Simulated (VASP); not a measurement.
All values below come from PBEsol GGA, VASP's PBE PAW potentials (set 64) (plane waves; VASP).

VASP input:

### POSCAR
```
CoO
1
    2.4960000000     0.0000000000     0.0000000000
    0.0000000000     2.4960000000     0.0000000000
    0.0000000000     0.0000000000     2.4960000000
Co O
1 1
Direct
  0.0000000000   0.0000000000   0.0000000000
  0.5000000000   0.5000000000   0.5000000000
```

**KPOINTS**
```
kpoints
0
gamma
 13 13 13
```

INCAR:
```
! general
SYSTEM =CoO
PREC   =Accurate
ENCUT  =520
LREAL  =F
LASPH  =T

! electronic loop
EDIFF  =1E-6
NELM   =100
ALGO   =Normal
LMAXMIX=4

! smearing
ISMEAR =1
SIGMA  =0.1

! functional
GGA    =PS

! spin
ISPIN  =2
MAGMOM =3.0 0.0

! ions
IBRION =2
NSW    =60
ISIF   =3
EDIFFG =-0.01

! output
LWAVE  =F
LCHARG =F
LORBIT =10
```

POTCAR, in this order: Co O (PBE.64 set). Program: vasp_std.

Output of the run:

OUTCAR:
```
 ion  position               nearest neighbor table
   1  0.000  0.000  0.000-   2 2.16   2 2.16   2 2.16   2 2.16   2 2.16   2 2.16   2 2.16   2 2.16
  LATTYP: Found a simple cubic cell.
 ALAT       =     2.4960000000
 Subroutine PRICEL returns:
 Original cell was already a primitive cell.
 Subroutine GETGRP returns: Found 48 space group operations
The static configuration has the point symmetry O_h .
The dynamic configuration has the point symmetry O_h .
The overall configuration has the point symmetry O_h .
 Subroutine INISYM returns: Found 48 space group operations
 Subroutine IBZKPT returns following result:
 Found     84 irreducible k-points:

 Following reciprocal coordinates:
            Coordinates               Weight
  0.000000  0.000000  0.000000      1.000000
  0.076923  0.000000  0.000000      6.000000
  0.153846  0.000000  0.000000      6.000000
  0.230769  0.000000  0.000000      6.000000
  0.307692  0.000000  0.000000      6.000000
  0.384615  0.000000  0.000000      6.000000
  0.461538  0.000000  0.000000      6.000000
  0.076923  0.076923  0.000000     12.000000
  0.153846  0.076923  0.000000     24.000000
  0.230769  0.076923  0.000000     24.000000
  0.307692  0.076923  0.000000     24.000000
  0.384615  0.076923  0.000000     24.000000
  0.461538  0.076923  0.000000     24.000000
  0.153846  0.153846  0.000000     12.000000
  0.230769  0.153846  0.000000     24.000000
  0.307692  0.153846  0.000000     24.000000
  0.384615  0.153846  0.000000     24.000000
  0.461538  0.153846  0.000000     24.000000
  0.230769  0.230769  0.000000     12.000000
  0.307692  0.230769  0.000000     24.000000
  0.384615  0.230769  0.000000     24.000000
  0.461538  0.230769  0.000000     24.000000
  0.307692  0.307692  0.000000     12.000000
  0.384615  0.307692  0.000000     24.000000
  0.461538  0.307692  0.000000     24.000000
  0.384615  0.384615  0.000000     12.000000
  0.461538  0.384615  0.000000     24.000000
  0.461538  0.461538  0.000000     12.000000
  0.076923  0.076923  0.076923      8.000000
  0.153846  0.076923  0.076923     24.000000
  0.230769  0.076923  0.076923     24.000000
  0.307692  0.076923  0.076923     24.000000
  0.384615  0.076923  0.076923     24.000000
  0.461538  0.076923  0.076923     24.000000
  0.153846  0.153846  0.076923     24.000000
  0.230769  0.153846  0.076923     48.000000
  0.307692  0.153846  0.076923     48.000000
  0.384615  0.153846  0.076923     48.000000
  0.461538  0.153846  0.076923     48.000000
  0.230769  0.230769  0.076923     24.000000
   k-points           NKPTS =     84   k-points in BZ     NKDIM =     84   number of bands    NBANDS=     13
   number of dos      NEDOS =    301   number of ions     NIONS =      2
   total plane-waves  NPLWV =   8000
   dimension x,y,z NGX =    20 NGY =   20 NGZ =   20
   dimension x,y,z NGXF=    40 NGYF=   40 NGZF=   40
   ions per type =               1   1
   PREC   = accura    normal or accurate (medium, high low for compatibility)
   ISTART =      0    job   : 0-new  1-cont  2-samecut
   ICHARG =      2    charge: 1-file 2-atom 10-const
   ISPIN  =      2    spin polarized calculation?
   LNONCOLLINEAR =      F non collinear calculations
   LSORBIT =      F    spin-orbit coupling
   INIWAV =      1    electr: 0-lowe 1-rand  2-diag
   ENCUT  =  520.0 eV  38.22 Ry    6.18 a.u.   4.64  4.64  4.64*2*pi/ulx,y,z
   NELM   =    100;   NELMIN=  2; NELMDL= -5     # of ELM steps
   EDIFF  = 0.1E-05   stopping-criterion for ELM
   LREAL  =      F    real-space projection
   NLSPLINE    = F    spline interpolate recip. space projectors
   LMAXMIX     =    4 max onsite mixed and CHGCAR
...
```

### OSZICAR
```
       N       E                     dE             d eps       ncg     rms          rms(c)
DAV:   1     0.756645066622E+02    0.75665E+02   -0.76099E+03  4589   0.146E+03
DAV:   2    -0.113428819356E+02   -0.87007E+02   -0.75664E+02  4678   0.271E+02
DAV:   3    -0.158675984814E+02   -0.45247E+01   -0.44390E+01  4898   0.701E+01
DAV:   4    -0.159175559647E+02   -0.49957E-01   -0.49930E-01  5414   0.711E+00
DAV:   5    -0.159187255977E+02   -0.11696E-02   -0.11696E-02  5144   0.110E+00    0.157E+01
DAV:   6    -0.146621138931E+02    0.12566E+01   -0.22251E+01  5473   0.835E+01    0.210E+01
DAV:   7    -0.134719998305E+02    0.11901E+01   -0.81134E+00  5436   0.675E+01    0.871E+00
DAV:   8    -0.133410407622E+02    0.13096E+00   -0.63610E-01  5928   0.145E+01    0.479E+00
DAV:   9    -0.133082825519E+02    0.32758E-01   -0.50432E-01  6127   0.143E+01    0.210E+00
DAV:  10    -0.133094010357E+02   -0.11185E-02   -0.37572E-02  5217   0.319E+00    0.143E+00
DAV:  11    -0.133017106457E+02    0.76904E-02   -0.30913E-02  5994   0.368E+00    0.307E-01
DAV:  12    -0.133020006518E+02   -0.29001E-03   -0.91955E-03  6386   0.160E+00    0.131E-01
DAV:  13    -0.133018986638E+02    0.10199E-03   -0.36990E-04  5586   0.269E-01    0.100E-01
DAV:  14    -0.133018439394E+02    0.54724E-04   -0.10051E-04  6299   0.142E-01    0.335E-02
DAV:  15    -0.133018374496E+02    0.64898E-05   -0.11731E-05  6597   0.580E-02    0.257E-02
DAV:  16    -0.133018355394E+02    0.19103E-05   -0.11018E-05  5122   0.627E-02    0.219E-03
DAV:  17    -0.133018356651E+02   -0.12570E-06   -0.71521E-07  2647   0.103E-02
   1 F= -.13301836E+02 E0= -.13301790E+02  d E =-.133018E+02  mag=     2.9289
       N       E                     dE             d eps       ncg     rms          rms(c)
DAV:   1    -0.161644725576E+02   -0.28626E+01   -0.53817E+01  4384   0.125E+02    0.125E+01
DAV:   2    -0.138620309689E+02    0.23024E+01   -0.10778E+01  5193   0.748E+01    0.117E+01
DAV:   3    -0.134431323915E+02    0.41890E+00   -0.21169E+00  5761   0.313E+01    0.584E+00
DAV:   4    -0.133615422446E+02    0.81590E-01   -0.30046E-01  5920   0.101E+01    0.170E+00
DAV:   5    -0.133373213663E+02    0.24221E-01   -0.37532E-02  6659   0.248E+00    0.116E+00
DAV:   6    -0.133307032941E+02    0.66181E-02   -0.85499E-03  4881   0.163E+00    0.238E-01
DAV:   7    -0.133305981660E+02    0.10513E-03   -0.12489E-03  5607   0.392E-01    0.124E-01
DAV:   8    -0.133305513226E+02    0.46843E-04   -0.31806E-04  6530   0.367E-01    0.416E-02
DAV:   9    -0.133305509377E+02    0.38489E-06   -0.73683E-05  5086   0.149E-01    0.883E-03
DAV:  10    -0.133305505061E+02    0.43153E-06   -0.19426E-06  3350   0.185E-02
   2 F= -.13330551E+02 E0= -.13330657E+02  d E =-.287148E-01  mag=     3.0000
       N       E                     dE             d eps       ncg     rms          rms(c)
DAV:   1    -0.140425326896E+02   -0.71198E+00   -0.11071E+01  4593   0.541E+01    0.606E+00
DAV:   2    -0.134633427207E+02    0.57919E+00   -0.15555E+00  5068   0.255E+01    0.430E+00
DAV:   3    -0.134289490235E+02    0.34394E-01   -0.21149E-01  5963   0.105E+01    0.329E+00
DAV:   4    -0.134109427278E+02    0.18006E-01   -0.39284E-02  6178   0.451E+00    0.732E-01
DAV:   5    -0.134050199647E+02    0.59228E-02   -0.10459E-02  6387   0.141E+00    0.352E-01
DAV:   6    -0.134043790631E+02    0.64090E-03   -0.15323E-03  5363   0.830E-01    0.118E-01
DAV:   7    -0.134043884614E+02   -0.93982E-05   -0.18885E-04  5593   0.154E-01    0.603E-02
DAV:   8    -0.134043973054E+02   -0.88440E-05   -0.15448E-05  6276   0.776E-02    0.144E-02
DAV:   9    -0.134043972189E+02    0.86470E-07   -0.57042E-06  4958   0.504E-02
   3 F= -.13404397E+02 E0= -.13404465E+02  d E =-.102562E+00  mag=     3.0003
       N       E                     dE             d eps       ncg     rms          rms(c)
DAV:   1    -0.134047483845E+02   -0.35108E-03   -0.57684E-03  4538   0.126E+00    0.134E-01
DAV:   2    -0.134044613010E+02    0.28708E-03   -0.78823E-04  5173   0.591E-01    0.999E-02
DAV:   3    -0.134044420136E+02    0.19287E-04   -0.10355E-04  5977   0.230E-01    0.740E-02
DAV:   4    -0.134044335844E+02    0.84291E-05   -0.19835E-05  6141   0.101E-01    0.167E-02
DAV:   5    -0.134044307533E+02    0.28312E-05   -0.43936E-06  4620   0.292E-02    0.773E-03
DAV:   6    -0.134044305037E+02    0.24955E-06   -0.93012E-07  2604   0.203E-02
   4 F= -.13404431E+02 E0= -.13404502E+02  d E =-.102595E+00  mag=     3.0004
```

OUTCAR:
```
------------------------ aborting loop because EDIFF is reached ----------------------------------------
  FORCE on cell =-STRESS in cart. coord.  units (eV):
  Direction    XX          YY          ZZ          XY          YZ          ZX
  --------------------------------------------------------------------------------------
  Total       -0.0000980     -0.0000980     -0.0000980      0.0000000      0.0000000     -0.0000000
  in kB       -0.0092550     -0.0092550     -0.0092550      0.0000000      0.0000000     -0.0000000
  external PRESSURE =      -0.0092550 kB  Pullay stress =       0.0000000 kB
  volume of cell :       16.96
      direct lattice vectors                 reciprocal lattice vectors
     2.569482974 -0.000000000 -0.000000000     0.389183353 -0.000000000 -0.000000000
     0.000000000  2.569482974 -0.000000000     0.000000000  0.389183353 -0.000000000
     0.000000000  0.000000000  2.569482974     0.000000000  0.000000000  0.389183353
 POSITION                                       TOTAL-FORCE (eV/Angst)
 -----------------------------------------------------------------------------------
      0.00000      0.00000      0.00000        -0.000000      0.000000      0.000000
      1.28474      1.28474      1.28474         0.000000      0.000000      0.000000
 -----------------------------------------------------------------------------------
    total drift:                                0.000000      0.000000      0.000000
  FREE ENERGIE OF THE ION-ELECTRON SYSTEM (eV)
  ---------------------------------------------------
  free  energy   TOTEN  =       -13.4044305037 eV

  energy  without entropy=      -13.4046439168  energy(sigma->0) =      -13.40450164

 total charge

# of ion       s       p       d       tot
------------------------------------------
    1        0.315   0.392   7.199   7.906
    2        1.579   3.349   0.000   4.929
--------------------------------------------------
tot          1.894   3.741   7.199  12.835

 magnetization (x)

# of ion       s       p       d       tot
------------------------------------------
    1       -0.002   0.004   2.479   2.481
    2        0.021   0.440   0.000   0.462
--------------------------------------------------
tot          0.019   0.444   2.479   2.943

 reached required accuracy - stopping structural energy minimisation
```
(Selected blocks of OUTCAR.)

CONTCAR:
```
CoO
   1.00000000000000
     2.5694829743311285   -0.0000000000000000   -0.0000000000000000
     0.0000000000000000    2.5694829743311285   -0.0000000000000000
     0.0000000000000000    0.0000000000000000    2.5694829743311285
  Co              O
     1     1
Direct
     0.0000000000000000    0.0000000000000000    0.0000000000000000
     0.5000000000000000    0.5000000000000000    0.5000000000000000
```

### OUTCAR
```
 val. band max:        9.2910791689   @ k =   0.3077   0.2308   0.2308

 cond. band min:       9.2941621285   @ k =   0.3846   0.3077   0.3077


 Fermi energy:         9.2923330921

 spin component 1

 k-point     1 :       0.0000    0.0000    0.0000
  band No.  band energies     occupation
      1     -11.4889      1.00000
      2       4.8209      1.00000
      3       4.8209      1.00000
      4       6.3067      1.00000
      5       6.3067      1.00000
      6       6.3067      1.00000
      7       6.8804      1.00000
      8       6.8804      1.00000
      9       6.8804      1.00000
     10      10.3249     -0.00000
     11      24.9496      0.00000
     12      24.9496      0.00000
     13      29.9481      0.00000

 k-point     2 :       0.0769    0.0000    0.0000
  band No.  band energies     occupation
      1     -11.4211      1.00000
      2       4.6043      1.00000
      3       4.8417      1.00000
      4       6.0121      1.00000
      5       6.0121      1.00000
      6       6.1351      1.00000
      7       6.8852      1.00000
      8       7.1956      1.00000
      9       7.1956      1.00000
     10      10.7416     -0.00000
     11      24.6032      0.00000
     12      24.9781      0.00000
     13      29.8321      0.00000

 k-point     3 :       0.1538    0.0000    0.0000
  band No.  band energies     occupation
      1     -11.2275      1.00000
      2       3.7851      1.00000
      3       4.8997      1.00000
      4       5.5814      1.00000
      5       5.5815      1.00000
      6       6.1550      1.00000
      7       6.8986      1.00000
      8       7.6851      1.00000
      9       7.6851      1.00000
     10      11.6373      0.00000
     11      23.6573      0.00000
     12      25.0632      0.00000
     13      29.4745      0.00000

 k-point     4 :       0.2308    0.0000    0.0000
  band No.  band energies     occupation
      1     -10.9348      1.00000
...
```

Energy and stress use the plane-wave basis of the starting cell. The moments were started parallel, and other spin orders were not tried in this run.

The structure was generated: CoO was put into the CsCl type type (Pm-3m), which need not be its known phase. This run relaxes it. Symmetry was kept, so distortions that lower it aren't found.
